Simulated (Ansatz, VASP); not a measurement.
Given: the input of a run of Ansatz 0.2.0 on CaB2. The cell comes from a database or a generator and needn't be the stable form of this composition.

File input.yaml:

```yaml
crystal:
  lattice:
    - [3.2264302843, 0.0, 0.0]
    - [-1.6132151421, 2.7941705897, 0.0]
    - [0.0, 0.0, 4.067392]
  atoms:
    - { symbol: Ca, position: [0.0, 0.0, 0.0] }
    - { symbol: B, position: [0.6666666667, 0.3333333333, 0.5] }
    - { symbol: B, position: [0.3333333333, 0.6666666667, 0.5] }
hamiltonian:
  xc: r2scan
  pseudopotentials: { kind: paw }
  dispersion: d4
kpoints:
  mp_grid: { grid: [9, 9, 7] }
scf:
  occupations: { method: fermi_dirac, width: 0.05 }
output:
  forces: true
  stress: true
  eigenvalues: true
relax:
  f_tol: 0.01
  max_steps: 40
  cell: { stress_tol: 0.05 }
```

Potentials or basis: Ansatz PAW.

Launch:

```console
$ ansatz run input.yaml --threads 2 --pin off --max-ram 5632MiB --backend cpu --events-out ev --progress --plain --runs-dir out
```

Problem. Set up the same calculation for VASP 6.6.1. Potentials or basis there: PBE PAW files B, Ca_sv, 600 eV.

Solution. As run (cutoffs and basis follow the program's own potentials, and thresholds, step limits or extra output files can differ):

INCAR

```
SYSTEM = CaB2
ALGO = Normal
EDIFF = 1E-6
EDIFFG = -0.01
ENCUT = 600
IBRION = 2
ISIF = 3
ISMEAR = -1
IVDW = 13
LASPH = .True.
LCHARG = .False.
LMIXTAU = .True.
LREAL = .False.
LWAVE = .False.
METAGGA = R2SCAN
NELM = 60
NSW = 40
PREC = Accurate
SIGMA = 0.05
VDW_A1 = 0.51559235
VDW_A2 = 5.77342911
VDW_S6 = 1.0
VDW_S8 = 0.6018749
```

The input KPOINTS:

```
k-points
0
Gamma
  9 9 7
  0 0 0
```

Contents of POSCAR:

```
CaB2
1.0
    3.2264302843      0.0000000000      0.0000000000
   -1.6132151421      2.7941705897      0.0000000000
    0.0000000000      0.0000000000      4.0673920000
Ca B
1 2
Direct
    0.0000000000      0.0000000000      0.0000000000
    0.6666666667      0.3333333333      0.5000000000
    0.3333333333      0.6666666667      0.5000000000
```

Potentials or basis: VASP PAW PBE potentials, release 64 (Ca_sv, B).

The run is started by

```sh
$ cat potpaw_PBE.64/Ca_sv/POTCAR potpaw_PBE.64/B/POTCAR > POTCAR
$ mpirun -np 1 vasp_std > vasp.out
```

Both were run:

|  | Ansatz | VASP |
| --- | --- | --- |
| Relaxed volume | 12.07 Å³/atom | 12.12 Å³/atom |
| Relaxed cell | a = 3.212 Å, b = 3.212 Å, c = 4.053 Å, α = 90.00°, β = 90.00°, γ = 120.00° | a = 3.216 Å, b = 3.216 Å, c = 4.061 Å, α = 90.00°, β = 90.00°, γ = 120.00° |
| Space group after relaxing | P6/mmm (No. 191) | P6/mmm (No. 191) |
| Pressure after relaxing | 0.0 GPa | 0.0 GPa |

Ansatz's pressure holds a Pulay term of +0.02 GPa for its cutoff of 500 eV, which the other run lacks.

Ansatz's potentials were made for PBE. VASP's potentials were made for PBE.

Where Ansatz's input types no cutoff or centring, it takes its own default and a Γ-centred mesh.

Pressure is positive in compression.
